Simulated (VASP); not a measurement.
A run of VASP 6.6.1 is set up as follows.

File POSCAR:

```
H18SO8
1.0
    6.6943300000      0.0000000000      0.0000000000
    0.0000000000      6.6943300000      0.0000000000
    0.0000000000      0.0000000000      6.6943300000
O H S
8 18 1
Direct
    1.0130812195      0.5555597050      0.2934423609
    0.3899269979      0.3704328887      0.4350398023
    0.0296519592      0.0584375135      0.3571231176
    0.5289252248      0.2236668942      0.7691882533
    0.3158195070      0.5226960726     -0.0570333402
    1.0647966264      0.7244339613      0.6817411152
    0.7137980948      0.2630584390      0.1706966941
    0.1992432402      0.0127720026      0.9178065617
    0.9918393626      0.6607980186      0.2035304504
    0.9244539782      0.4506350897      0.2340040004
    0.4916847541      0.3418564666      0.3337451246
    0.2966390961      0.4598369068      0.3579148324
    0.1303491163      0.1595828111      0.3592293777
    0.0675795785     -0.0171339029      0.4775832682
    0.4269135223      0.1215655637      0.8011107908
    0.5075489257      0.2863318659      0.6400640542
    0.3916299316      0.6225567010      0.0068864248
    0.4076136073      0.4450034582     -0.1314246534
    1.0447049966      0.6412740334      0.5673607366
    1.1723951463      0.6578104157      0.7555647839
    0.6928699362      0.2561869522      0.0259772076
    0.8206945281      0.1560275636      0.1994224964
    0.1355923595      0.1276453357      0.9666389318
    0.1062092846     -0.0553304065      0.8349453941
    0.5654187947      0.8837927022      1.1289404616
    0.6167906273      0.9439032734      0.8651799359
    0.6993530346      0.8093416369      0.9834292603
```

The input INCAR.step1:

```
SYSTEM = H18SO8
  ALGO = Normal
  EDIFF = 1E-4
  ENCUT = 520
  GGA = PE
  ISMEAR = -1
  LASPH = .True.
  LCHARG = .False.
  LREAL = Auto
  LWAVE = .True.
  NBANDS = 55
  NELM = 100
  PREC = Accurate
  SIGMA = 0.05
```

File INCAR.step2:

```
SYSTEM = H18SO8
  ALGO = Normal
  EDIFF = 1E-6
  ENCUT = 520
  ISIF = 2
  ISMEAR = -1
  ISTART = 1
  IVDW = 12
  LASPH = .True.
  LCHARG = .False.
  LMIXTAU = .True.
  LREAL = Auto
  LWAVE = .False.
  METAGGA = R2SCAN
  NBANDS = 55
  NELM = 100
  PREC = Accurate
  SIGMA = 0.05
  VDW_A1 = 0.49484001
  VDW_A2 = 5.73083694
  VDW_S6 = 1.0
  VDW_S8 = 0.78981345
```

KPOINTS

```
k-points
0
Gamma
  1 1 1
  0 0 0
```

Potentials or basis: VASP PAW PBE potentials, release 64 (O, H, S).

Command:

```console
$ cat potpaw_PBE.64/O/POTCAR potpaw_PBE.64/H/POTCAR potpaw_PBE.64/S/POTCAR > POTCAR
$ cp INCAR.step1 INCAR
$ mpirun -np 1 vasp_gam > vasp.out
$ cp INCAR.step2 INCAR
$ mpirun -np 1 vasp_gam > vasp.out
```

Predict the band gap on the k mesh.

4.68 eV, direct.

Estimate the largest force.

2.190 eV/Å.

Estimate the pressure.

0.1 GPa.

Forces on the atoms (eV/Å):
```
O   -0.493 -2.068  0.391
O   -0.800  0.879 -1.753
O    0.106 -0.614  0.832
O    0.518 -0.441  0.978
O   -2.035 -0.003  0.167
O    0.330  0.405  0.340
O    1.857 -1.160 -0.038
O    1.622 -0.341  0.014
H    0.093  1.587 -0.943
H    0.391  0.524  0.733
H    0.166 -0.228  0.131
H    0.495 -0.717  1.002
H    0.592  0.707 -0.167
H   -0.602 -0.140 -0.555
H   -0.233  0.850 -0.514
H   -0.558 -0.305 -0.208
H    0.792  0.961  0.435
H    1.036 -1.040 -0.586
H   -0.426 -0.283 -0.872
H   -0.082 -0.089  0.347
H   -0.235  0.064  0.203
H   -1.603  1.279  0.061
H   -0.635  1.177  0.597
H   -0.659 -0.680 -0.681
H    1.094 -0.707 -0.778
H    0.245  0.218 -0.720
S   -0.978  0.163  1.583
```

Caveat: the PAW data sets were made with another functional, which shifts forces and pressure a little. r2SCAN opens gaps a little over a GGA but as a rule still falls short of measured ones.
